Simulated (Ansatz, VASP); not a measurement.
## One calculation of AgPt3, two programs

```
Ag Pt
1.0
     3.90000    0.00000    0.00000
     0.00000    3.90000    0.00000
     0.00000    0.00000    3.90000
Ag Pt
1 3
Direct
  0.00000 0.00000 0.00000
  0.00000 0.50000 0.50000
  0.50000 0.00000 0.50000
  0.50000 0.50000 0.00000
```

Alike in both runs: task single point; functional LDA; k mesh 6 × 6 × 6; no spin polarisation.

|  | VASP | Ansatz |
| --- | --- | --- |
| version | VASP 6.6.1 | Ansatz 0.2.0 |
| potentials or method | VASP PAW LDA potentials, release 64 (Ag, Pt) | plane waves, PAW |
| plane-wave cutoff (eV) | 520 | 420 |
| occupations | methfessel-paxton of order 1, width 0.05 eV | cold, width 0.05 eV |
| valence electrons in the cell | 41 | 73 |

Ansatz gave:

- gap on the k mesh at the Fermi level (eV): none
- pressure (GPa): 2.4

Problem. Which values does VASP return?

Solution. gap on the k mesh at the Fermi level (eV): none; pressure (GPa): 3.0.

A gap of «none» marks a metal or a gap that the smearing closes. The two sets of potentials don't hold the same shells in valence.

Spin-orbit coupling is left out, which matters for the levels of Pt.
